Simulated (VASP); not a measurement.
All values below come from r2SCAN meta-GGA, VASP's PBE PAW potentials (set 64) (plane waves; VASP).

A VASP calculation is set up with these files.

### POSCAR
```
Au
2.0626840
  0.0000000000   0.9599998996   0.9999998955
  0.9599998996   0.0000000000   0.9999998955
  0.9599998996   0.9599998996   0.0000000000
Au
1
direct
  0.0000000000   0.0000000000   0.0000000000
```

KPOINTS:
```
Automatic mesh
0
Gamma
14 14 14
0 0 0
```

INCAR:
```
SYSTEM = Au
PREC = Accurate
ENCUT = 480
EDIFF = 1E-7
NELM = 100
ALGO = Normal
LREAL = .FALSE.
LASPH = .TRUE.
ISMEAR = 1
SIGMA = 0.1
METAGGA = R2SCAN
LMIXTAU = .TRUE.
LMAXMIX = 6
LWAVE = .FALSE.
LCHARG = .FALSE.
ISIF = 2
```

POTCAR, in this order: Au (PBE.64 set). Program: vasp_std.

The run wrote:

### OSZICAR
```
       N       E                     dE             d eps       ncg     rms          rms(c)
DAV:   1    -0.814033785483E+01   -0.81403E+01   -0.56735E+03  4752   0.104E+03
DAV:   2    -0.540465587422E+02   -0.45906E+02   -0.43061E+02  4515   0.203E+02
DAV:   3    -0.544114273407E+02   -0.36487E+00   -0.36462E+00  5264   0.194E+01
DAV:   4    -0.544124580033E+02   -0.10307E-02   -0.10306E-02  4868   0.104E+00
DAV:   5    -0.544124656648E+02   -0.76615E-05   -0.76617E-05  4870   0.858E-02    0.115E+01
DAV:   6    -0.501695507242E+02    0.42429E+01   -0.47008E+00  4476   0.215E+01    0.742E+00
DAV:   7    -0.504467660977E+02   -0.27722E+00   -0.52741E-01  4408   0.530E+00    0.477E+00
DAV:   8    -0.504985490526E+02   -0.51783E-01   -0.15514E-01  4441   0.295E+00    0.854E-01
DAV:   9    -0.505252297172E+02   -0.26681E-01   -0.24576E-02  4509   0.123E+00    0.106E-01
DAV:  10    -0.505258900849E+02   -0.66037E-03   -0.20058E-03  4526   0.401E-01    0.715E-02
DAV:  11    -0.505260762825E+02   -0.18620E-03   -0.28764E-04  4875   0.156E-01    0.131E-02
DAV:  12    -0.505261842875E+02   -0.10801E-03   -0.58359E-05  4469   0.755E-02    0.732E-03
DAV:  13    -0.505261977709E+02   -0.13483E-04   -0.19409E-05  4803   0.492E-02    0.173E-03
DAV:  14    -0.505261993193E+02   -0.15483E-05   -0.46960E-06  4804   0.172E-02    0.297E-03
DAV:  15    -0.505261998003E+02   -0.48102E-06   -0.63269E-07  4552   0.768E-03    0.889E-04
DAV:  16    -0.505262005136E+02   -0.71329E-06   -0.30873E-07  3097   0.430E-03    0.227E-04
DAV:  17    -0.505262004950E+02    0.18581E-07   -0.89415E-09  2215   0.875E-04
   1 F= -.50526200E+02 E0= -.50526164E+02  d E =-.110278E-03
```

**OUTCAR**
```
------------------------ aborting loop because EDIFF is reached ----------------------------------------
  FORCE on cell =-STRESS in cart. coord.  units (eV):
  Direction    XX          YY          ZZ          XY          YZ          ZX
  --------------------------------------------------------------------------------------
  Total        1.6928723      1.6928723      1.5640608      0.0000000      0.0000000      0.0000000
  in kB      167.6734692    167.6734692    154.9151129      0.0000000      0.0000000      0.0000000
  external PRESSURE =     163.4206838 kB  Pullay stress =       0.0000000 kB
  volume of cell :       16.18
      direct lattice vectors                 reciprocal lattice vectors
     0.000000000  1.980176433  2.062683784    -0.252502753  0.252502753  0.242402643
     1.980176433  0.000000000  2.062683784     0.252502753 -0.252502753  0.242402643
     1.980176433  1.980176433  0.000000000     0.252502753  0.252502753 -0.242402643
 POSITION                                       TOTAL-FORCE (eV/Angst)
 -----------------------------------------------------------------------------------
      0.00000      0.00000      0.00000         0.000000      0.000000      0.000000
 -----------------------------------------------------------------------------------
    total drift:                               -0.000000     -0.000000     -0.000000
  FREE ENERGIE OF THE ION-ELECTRON SYSTEM (eV)
  ---------------------------------------------------
  free  energy   TOTEN  =       -50.5262004950 eV

  energy  without entropy=      -50.5260902171  energy(sigma->0) =      -50.52616374
```
(Selected blocks of OUTCAR.)

The compound is Au in the fcc structure. This cell was strained or had an atom moved on purpose.
